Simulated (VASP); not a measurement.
KBr is modelled in the cubic space group Fm-3m (No. 225), the rock salt structure, Pearson symbol cF8. Lattice parameters: a = b = c = 6.383 Å, α = β = γ = 90.00°. K on 4a is coordinated by 6 Br at 3.192 Å (octahedral). Br on 4b is coordinated by 6 K at 3.192 Å (octahedral). (Neighbours: up to the widest gap in distance over summed covalent radii, below 1.35, at either atom; cation-cation and far metal-metal contacts left out.)
(The calculation used a cell of 2 atoms; values per cell refer to that cell.)

Computed with LDA (Ceperley-Alder, Perdew-Zunger), VASP's LDA PAW potentials (set 64) (plane waves; VASP 6.6.1). Numerical set-up: 520 eV cut-off, 7×7×7 Γ-centred mesh, Gaussian smearing of 0.050 eV, potentials K_sv Br.

Problem. Give the energy at these volumes per atom, relative to the lowest: 30.53, 31.51, 32.48, 33.45, 34.43 Å³.

Solution. 8.6, 2.1, 0.0, 1.6, 6.4 meV/atom. A third-order Birch-Murnaghan fit gives B0 = 20.2 GPa and B0′ = 5.0.

The compound is KBr in the rock salt structure. It was relaxed first, which changed the volume by -10 %.
